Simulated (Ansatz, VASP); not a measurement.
# LiSnF4 in VASP and in Ansatz

```xyz
6
Lattice="4.0500 0.0000 0.0000 0.0000 4.0500 0.0000 0.0000 0.0000 5.9588" Properties=species:S:1:pos:R:3 pbc="T T T"
Li    2.0250    2.0250    2.9794
Sn    0.0000    0.0000    0.0000
F     0.0000    0.0000    1.8794
F     0.0000    0.0000    4.0794
F     0.0000    2.0250    0.0000
F     2.0250    0.0000    0.0000
```

Alike in both runs: task relaxation of cell and atoms; functional PBE; k mesh 4 × 4 × 4; occupations gaussian, width 0.1 eV; no spin polarisation.

```csv
,VASP,Ansatz
version,VASP 6.6.1,Ansatz 0.2.0
potentials or method,"VASP PAW PBE potentials, release 64 (Li_sv, Sn_d, F)","scalar-relativistic, plane waves, PAW"
plane-wave cutoff (eV),600,420
valence electrons in the cell,45,45
```

```tsv
	VASP	Ansatz	Ansatz less VASP
gap on the k mesh at the Fermi level, each at its own relaxed structure (eV)	none	none	-
relaxed volume (Å³/atom)	20.60	20.73	+0.135
relaxed cell length with the largest relative difference (Å)	6.789	6.823	+0.0337
energy change over the relaxation (meV/atom)	-230	-224	+6.6
```

A gap of «none» marks a metal or a gap that the smearing closes.

Caveats: the k mesh is coarse (spacing up to 0.39 Å⁻¹), so the values aren't converged; the cutoff is under 1.25 times the usual one of these potentials, so pressure, stress and relaxed cells hold a basis-set (Pulay) error (VASP); the volume moved by over 15 % at a fixed basis, so the end points are rough (VASP); an odd number of electrons without spin polarisation forces a metal; a magnetic or distorted state may lie lower.
